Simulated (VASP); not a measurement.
Output of a VASP run:

File OSZICAR:
```
       N       E                     dE             d eps       ncg     rms          rms(c)
DAV:   1     0.114679343983E+03    0.11468E+03   -0.85463E+03   754   0.154E+03
DAV:   2    -0.167765682165E+01   -0.11636E+03   -0.11190E+03   779   0.335E+02
DAV:   3    -0.986385166288E+01   -0.81862E+01   -0.81227E+01   969   0.936E+01
DAV:   4    -0.100975481978E+02   -0.23370E+00   -0.23350E+00   881   0.167E+01
DAV:   5    -0.101090330296E+02   -0.11485E-01   -0.11484E-01  1124   0.343E+00    0.664E+00
DAV:   6    -0.968488718353E+01    0.42415E+00   -0.73996E-01  1103   0.170E+01    0.396E+00
DAV:   7    -0.963442598603E+01    0.50461E-01   -0.21461E-01  1030   0.441E+00    0.124E+00
DAV:   8    -0.962908160700E+01    0.53444E-02   -0.19115E-02  1024   0.199E+00    0.551E-01
DAV:   9    -0.962869190250E+01    0.38970E-03   -0.16582E-03   980   0.662E-01    0.213E-01
DAV:  10    -0.962871822122E+01   -0.26319E-04   -0.17708E-04  1121   0.122E-01    0.139E-01
DAV:  11    -0.962871970268E+01   -0.14815E-05   -0.38872E-05  1166   0.110E-01    0.915E-02
DAV:  12    -0.962871691317E+01    0.27895E-05   -0.73613E-06   884   0.331E-02    0.233E-02
DAV:  13    -0.962871682955E+01    0.83621E-07   -0.34316E-07   457   0.499E-03
   1 F= -.81753218E+01 E0= -.81753218E+01  d E =-.817532E+01
```

OUTCAR:
```
------------------------ aborting loop because EDIFF is reached ----------------------------------------
  FORCE on cell =-STRESS in cart. coord.  units (eV):
  Direction    XX          YY          ZZ          XY          YZ          ZX
  --------------------------------------------------------------------------------------
  Total        1.4373374      1.4373374      1.4373374     -0.0000000      0.0000000     -0.0000000
  in kB       49.4475822     49.4475822     49.4475822     -0.0000000      0.0000000     -0.0000000
  external PRESSURE =      -0.5524178 kB  Pullay stress =      50.0000000 kB
  volume of cell :       46.57
      direct lattice vectors                 reciprocal lattice vectors
     0.000000000  2.855604656  2.855604656    -0.175094266  0.175094266  0.175094266
     2.855604656  0.000000000  2.855604656     0.175094266 -0.175094266  0.175094266
     2.855604656  2.855604656  0.000000000     0.175094266  0.175094266 -0.175094266
  FREE ENERGIE OF THE ION-ELECTRON SYSTEM (eV)
  ---------------------------------------------------
  free  energy   TOTEN  =        -9.6287168295 eV

  energy  without entropy=       -9.6287168295  energy(sigma->0) =       -9.62871683
  enthalpy is  TOTEN    =        -8.1753218302 eV   P V=        1.4533949994

 reached required accuracy - stopping structural energy minimisation
```
(Selected blocks of OUTCAR.)

**POSCAR**
```
InP
1
    0.0000000000     2.8556046556     2.8556046556
    2.8556046556     0.0000000000     2.8556046556
    2.8556046556     2.8556046556    -0.0000000000
In P
1 1
Direct
  0.0000000000   0.0000000000   0.0000000000
  0.2500000000   0.2500000000   0.2500000000
```

### Question
Reconstruct the remaining input files.

### Answer
Several could match; the one computed here: the input of the run itself, LDA (Ceperley-Alder, Perdew-Zunger), plane waves, VASP's LDA PAW potentials (set 64).

KPOINTS:
```
Regular mesh
0
Gamma
8 8 8
0 0 0
```

**INCAR**
```
PREC = Accurate
ALGO = Normal   # blocked Davidson
LCHARG = F
LASPH = T   # aspherical one-centre terms
ISIF = 3   # ions, shape and volume
NSW = 40
LWAVE = F
ISMEAR = 0   # Gaussian
NELM = 100   # most electronic steps
IBRION = 2   # conjugate gradients
SYSTEM = InP
EDIFFG = -0.02   # ionic stop
LREAL = F   # projection in real space or not
PSTRESS = 50   # kbar
LMAXMIX = 4   # l cut-off of mixed one-centre charges
ENCUT = 500   # plane-wave cut-off (eV)
EDIFF = 1E-6   # SCF stop (eV)
SIGMA = 0.05
```

POTCAR, in this order: In_d P (LDA.64 set). Program: vasp_std.

The compound is InP in the zinc blende structure. It was relaxed first under an external pressure of 5 GPa.
